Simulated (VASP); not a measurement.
Wanted: the native input for a VASP 6.6.1 run.

```yaml
Task: relaxation of cell and atoms
Functional: revPBE
Potentials_or_basis: VASP PAW PBE potentials, release 64 (Hf_pv, In_d, Si, O)
Cutoff: 600 eV
k_mesh: 6 × 6 × 3
Occupations: fermi-dirac, width 0.05 eV
Spin: no spin polarisation
Further_INCAR_settings: ALGO = Fast; EDIFF = 1e-07; IBRION = 2; EDIFFG = -0.01; NSW = 40; ISIF = 3
```

The structure of HfIn4SiO6 lies in POSCAR:

```
HfIn4SiO6
1.0
    5.3316200000      0.0159300000     -0.0483700000
   -2.5793300000      4.8819800000     -0.0191400000
   -1.5181300000     -1.2221600000      9.4552500000
Hf In Si O
1 4 1 6
Direct
    0.2380200000      0.0692800000      0.4027900000
    0.1454700000      0.5747100000      0.8703800000
    0.5244500000      0.7222000000      0.3488100000
    0.5731300000      0.3131600000      0.1209600000
    0.8825000000      0.3853100000      0.5641500000
    0.8811200000      0.9477000000      0.0377300000
    0.2644200000      0.4061300000      0.4886800000
    0.9571300000      0.7888600000      0.4878800000
    0.8398900000      0.6393800000      0.9858400000
    0.9905500000      0.0027000000      0.2137000000
    0.1366500000      0.2037300000      0.9786400000
    0.5666700000      0.9468400000      0.0004400000
```

The cell was built by a generator and needn't be a form met in nature.

One way to write it, as run:

INCAR

```
ALGO = Fast
EDIFF = 1E-7
EDIFFG = -0.01
ENCUT = 600
GGA = RE
IBRION = 2
ISIF = 3
ISMEAR = -1
KPAR = 4
LASPH = True
LCHARG = False
LREAL = False
LWAVE = False
NELM = 100
NSW = 40
PREC = Accurate
SIGMA = 0.05
```

KPOINTS

```
k-points
0
Gamma
  6 6 3
```

Potentials or basis: VASP PAW PBE potentials, release 64 (Hf_pv, In_d, Si, O).

Command:

```bash
$ cat potpaw_PBE.64/Hf_pv/POTCAR potpaw_PBE.64/In_d/POTCAR potpaw_PBE.64/Si/POTCAR potpaw_PBE.64/O/POTCAR > POTCAR
$ mpirun -np 4 vasp_std > vasp.out
```

It gave:

```
Relaxed volume                         : 21.15 Å³/atom
Relaxed cell                           : a = 5.381 Å, b = 5.580 Å, c = 9.762 Å, α = 92.53°, β = 99.64°, γ = 117.52°
Space group after relaxing (to 0.05 Å) : P1 (No. 1)
Energy gained by relaxing              : 2.5 meV/atom
Ionic steps                            : 34
Pressure after relaxing                : 0.0 GPa
Largest force after relaxing           : 0.009 eV/Å
Band gap on the k mesh                 : 1.13 eV, indirect (least direct gap 1.28 eV)
```

Caveat: the PAW data sets were made with another functional, which shifts forces and pressure a little; spin-orbit coupling is left out, which moves the levels of the heavy elements; an odd mesh through Γ misses points on the zone boundary, where band edges often lie.

It took 95 min on 4 MPI ranks on Intel(R) Xeon(R) Platinum 8488C (Sapphire Rapids) (shared host), peak memory 1.1 GiB a rank.
